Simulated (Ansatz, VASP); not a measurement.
# Te2Mo in two plane-wave programs, part 3 of 3

Wanted: the spread between two codes on one cell, functional and k mesh.  Valence electrons are named where the data sets of a main pair hold unlike numbers.

VASP 6.6.1 and Ansatz 0.2.0.

So far. Step 4 (Comparison): The forces differ by 31 meV/Å r.m.s., which is 10.9 % of the r.m.s. force of 0.286 eV/Å (both taken over all components). Ansatz's pressure holds a Pulay correction of 0.04 GPa; VASP's holds none.

### 7. VASP: band structure, r2SCAN

Level of this step: r2SCAN, spin-polarised from an antiferromagnetic start; plane waves and PAW (Te, Mo_sv) (VASP).

The same cell, functional, mesh and smearing now go to VASP, with its own data sets.

Input file INCAR:

```
SYSTEM = Te2Mo
PREC = Accurate
ENCUT = 350
EDIFF = 1E-06
NELM = 100
ISMEAR = 0
SIGMA = 0.03
LREAL = .FALSE.
ALGO = Normal
METAGGA = R2SCAN
LASPH = .TRUE.
NBANDS = 45
ISPIN = 2
MAGMOM = 0 0 0 0 1 -1
LMAXMIX = 4
LORBIT = 11
LWAVE = .FALSE.
LCHARG = .FALSE.
KPAR = 4
```

Input file POSCAR:

```
Te2Mo
1.0
    3.5190000000      0.0000000000      0.0000000000
   -1.7595000000      3.0475433959      0.0000000000
    0.0000000000      0.0000000000     13.9640000000
Te Mo
4 2
Direct
    0.6666666667      0.3333333333      0.3750000000
    0.3333333333      0.6666666667      0.8750000000
    0.6666666667      0.3333333333      0.1250000000
    0.3333333333      0.6666666667      0.6250000000
    0.6666666667      0.3333333333      0.7500000000
    0.3333333333      0.6666666667      0.2500000000
```

Input file KPOINTS:

```
Automatic mesh
0
Gamma
8 8 2
0 0 0
```

Input file KPOINTS_OPT:

```
Line mode
8
Line-mode
Reciprocal
  0.00000000   0.00000000   0.00000000 GAMMA
  0.50000000   0.00000000   0.00000000 M

  0.50000000   0.00000000   0.00000000 M
  0.33333333   0.33333333   0.00000000 K

  0.33333333   0.33333333   0.00000000 K
  0.00000000   0.00000000   0.00000000 GAMMA

  0.00000000   0.00000000   0.00000000 GAMMA
  0.00000000   0.00000000   0.50000000 A

  0.00000000   0.00000000   0.50000000 A
  0.50000000   0.00000000   0.50000000 L

  0.50000000   0.00000000   0.50000000 L
  0.33333333   0.33333333   0.50000000 H

  0.33333333   0.33333333   0.50000000 H
  0.00000000   0.00000000   0.50000000 A

  0.50000000   0.00000000   0.50000000 L
  0.50000000   0.00000000   0.00000000 M

  0.33333333   0.33333333   0.00000000 K
  0.33333333   0.33333333   0.50000000 H
```

The projector-augmented-wave data sets are Te and Mo_sv (PBE family, release 64).

Launch:

```console
$ mpirun -np 4 vasp_std
```

Numbers of over 12 decimals in the logs are rounded to 6 here.

The log of the run:

```text
[banner, memory and clock lines left out]
running    4 mpi-ranks, on    1 nodes
[...]
|                                                                             |
|               ----> ADVICE to this user running VASP <----                  |
|                                                                             |
|     You enforced a specific xc type in the INCAR file but a different       |
|     [... a line on the potential file left out ...]
|     I HOPE YOU KNOW WHAT YOU ARE DOING!                                     |
|                                                                             |

 LDA part: xc-table for (None), standard interpolation
 POSCAR, INCAR and KPOINTS ok, starting setup
[...]
entering main loop
       N       E                     dE             d eps       ncg     rms          rms(c)
DAV:   1     0.170058516118E+03    0.17006E+03   -0.22349E+04  4200   0.782E+02
DAV:   2    -0.156473804922E+03   -0.32653E+03   -0.31162E+03  4313   0.235E+02
[...]
1 F= -.15549222E+03 E0= -.15549222E+03  d E =-.212910E-45  mag=    -0.0000
 Start KPOINTS_OPT (optional k-point list driver)
k-point batch [1-20\72]
       N       E                     dE             ncg
DAV:   1    -0.189722199919E+04   -0.24961E+05     4248
DAV:   2    -0.853650209623E+04   -0.66393E+04     4347
DAV:   3    -0.881981214798E+04   -0.28331E+03     4199
DAV:   4    -0.882407549490E+04   -0.42633E+01     4105
DAV:   5    -0.882419167420E+04   -0.11618E+00     4206
DAV:   6    -0.882419544420E+04   -0.37700E-02     4205
DAV:   7    -0.882419562288E+04   -0.17868E-03     4217
DAV:   8    -0.882419563183E+04   -0.89519E-05     3358
DAV:   9    -0.882419563229E+04   -0.45401E-06     2525
[...]
k-point batch [61-72\72]
       N       E                     dE             ncg
DAV:   1     0.568810620012E+04   -0.20120E+05     2560
DAV:   2     0.183936117879E+04   -0.38487E+04     2581
DAV:   3     0.166986708865E+04   -0.16949E+03     2497
DAV:   4     0.166741049682E+04   -0.24566E+01     2460
DAV:   5     0.166734930632E+04   -0.61191E-01     2461
DAV:   6     0.166734687931E+04   -0.24270E-02     2484
DAV:   7     0.166734676712E+04   -0.11219E-03     2487
DAV:   8     0.166734676170E+04   -0.54200E-05     1882
DAV:   9     0.166734676144E+04   -0.25881E-06     1420
```

Parts of OUTCAR (step 7):

```text
  Total        4.3252403      4.3252403      7.3074442      0.0000000      0.0000000      0.0000000
  in kB       46.2745087     46.2745087     78.1802557      0.0000000      0.0000000      0.0000000
  external PRESSURE =      56.9097577 kB  Pullay stress =       0.0000000 kB

 POSITION                                       TOTAL-FORCE (eV/Angst)
 -----------------------------------------------------------------------------------
      1.75950      1.01585      5.23650        -0.000000      0.000000      0.873613
     -0.00000      2.03170     12.21850        -0.000000      0.000000      0.873613
      1.75950      1.01585      1.74550        -0.000000      0.000000     -0.873613
     -0.00000      2.03170      8.72750        -0.000000      0.000000     -0.873613
      1.75950      1.01585     10.47300         0.000000     -0.000000      0.000000
     -0.00000      2.03170      3.49100        -0.000000      0.000000      0.000000
 -----------------------------------------------------------------------------------
    total drift:                               -0.000000      0.000000     -0.000000

  FREE ENERGIE OF THE ION-ELECTRON SYSTEM (eV)
  ---------------------------------------------------
  free  energy   TOTEN  =      -155.4922204010 eV

  energy  without entropy=     -155.4922204010  energy(sigma->0) =     -155.49222040

 magnetization (x)
# of ion       s       p       d       tot
------------------------------------------
    1        0.000  -0.000   0.000  -0.000
    2       -0.000   0.000  -0.000   0.000
    3        0.000  -0.000   0.000  -0.000
    4       -0.000   0.000  -0.000   0.000
    5       -0.000  -0.000  -0.000  -0.000
    6        0.000   0.000   0.000   0.000
--------------------------------------------------
tot          0.000   0.000   0.000   0.000

[... 2 parts as in an earlier step ...]

[... 1 further part left out ...]
[key lines of the parts left out:]
E-fermi :   8.4452
```

The PAW data sets were made with PBE, which is usual practice but a small mismatch for other functionals.

### 8. Comparison

What differs besides the data sets and the points named for the pairs above, as far as they apply: VASP keeps PBE cores, Ansatz makes them for the functional; the data sets hold 92 valence electrons in Ansatz (on its default PAW (the set named soft_2) files) and 52 in VASP; the cutoff is 500 eV in Ansatz and 350 eV in VASP. Total energies have different zeros and are not compared.

Compared:

```csv
quantity,Ansatz,VASP,difference
pressure (GPa),5.85,5.69,+0.16
```

Forces (eV/Å; atoms numbered as in POSCAR):

```csv
atom,"Ansatz x, y, z","VASP x, y, z"
Te1,"0.000, 0.000, 0.840","0.000, 0.000, 0.874"
Te2,"0.000, 0.000, 0.840","0.000, 0.000, 0.874"
Te3,"0.000, 0.000, -0.840","0.000, 0.000, -0.874"
Te4,"0.000, 0.000, -0.840","0.000, 0.000, -0.874"
Mo5,"0.000, 0.000, 0.000","0.000, 0.000, 0.000"
Mo6,"0.000, 0.000, 0.000","0.000, 0.000, 0.000"
```

The forces differ by 16 meV/Å r.m.s., which is 3.9 % of the r.m.s. force of 0.412 eV/Å (both taken over all components). Ansatz's pressure holds a Pulay correction of 0.03 GPa; VASP's holds none.

### 9. Further runs

Further runs change the set-up of one program: Ansatz's method, potentials or start, or VASP's data sets, cutoff or form of LDA. The table gives Ansatz less VASP for each quantity, since a change that brings one quantity closer may part another.

```csv
run,r.m.s. force difference (meV/Å),pressure (GPa)
as above,16,0.16
cores kept as stored,17,0.15
Ansatz's larger PAW set (cutoff 640 eV),15,0.18
norm-conserving potentials (cutoff 1230 eV),16,0.17
```

### 10. What came out

| Quantity | Value |
| --- | --- |
| r.m.s. force difference (band structure, LDA) | 11 % of the r.m.s. force |
| r.m.s. force difference (band structure, r2SCAN) | 3.9 % of the r.m.s. force |

What this shows: The r.m.s. force difference is 11 % of the r.m.s. force (band structure, LDA), beyond the 3 % picked in this series as the mark of a large difference. The data sets hold unlike numbers of valence electrons (92 in Ansatz and 52 in VASP), so part of the differences comes from the potentials. Band structure, LDA, cores kept as stored: the difference in pressure goes from -0.016 to 0.026 GPa. Band structure, LDA, Ansatz's larger PAW set (cutoff 640 eV): the difference in pressure goes from -0.016 to 0.010 GPa. Band structure, LDA, norm-conserving potentials (cutoff 1120 eV): the difference in pressure goes from -0.016 to -0.028 GPa. For band structure, r2SCAN, no further run moves any of the tabulated differences by more than a quarter of its size. 2 further runs of this series are not shown here. How closely two codes agree says nothing of how well the functional describes the real material.

[Lines on the potential files, build, host, timing and source positions are cut from VASP's logs without a mark.]

[Logs are printed without paths, hosts, clocks, repeated set-up lines and the standing remarks that a program may print on its own settings, such as how far it seeks lower states.]

[Hosts, paths, dates, database ids (printed as entryN), source tags and the programs' standing remarks are cut or masked in the printed files.]
